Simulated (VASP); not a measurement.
Data:

```xyz
1
Lattice="0.0000 1.9235 1.9235 1.9235 0.0000 1.9235 1.9235 1.9235 0.0000" Properties=species:S:1:pos:R:3 pbc="T T T"
Rh     0.0000     0.0000     0.0000
```

These are revPBE GGA, VASP's PBE PAW potentials (set 64) (plane waves; VASP) values and carry that method's errors. Numerical set-up: 520 eV cut-off, Gaussian smearing of 0.050 eV, potentials Rh_pv.

**Question.** Give the energies of bands 4 to 9 at the high-symmetry points, in eV from the Fermi level.

**Answer.** 
| band | Γ | X | U | L | W |
|---|---|---|---|---|---|
| 4 | -7.67 | -5.98 | -5.21 | -5.81 | -4.74 |
| 5 | -2.90 | -5.63 | -4.51 | -2.98 | -3.59 |
| 6 | -2.90 | 0.50 | -1.94 | -2.98 | -3.59 |
| 7 | -2.90 | 0.93 | -0.65 | 0.53 | -1.13 |
| 8 | -0.94 | 0.93 | 0.35 | 0.53 | 0.93 |
| 9 | -0.94 | 3.26 | 7.66 | 0.80 | 9.40 |

It has no gap at this level: it comes out as a metal or semimetal.

The compound is Rh in the fcc structure. It was relaxed first.
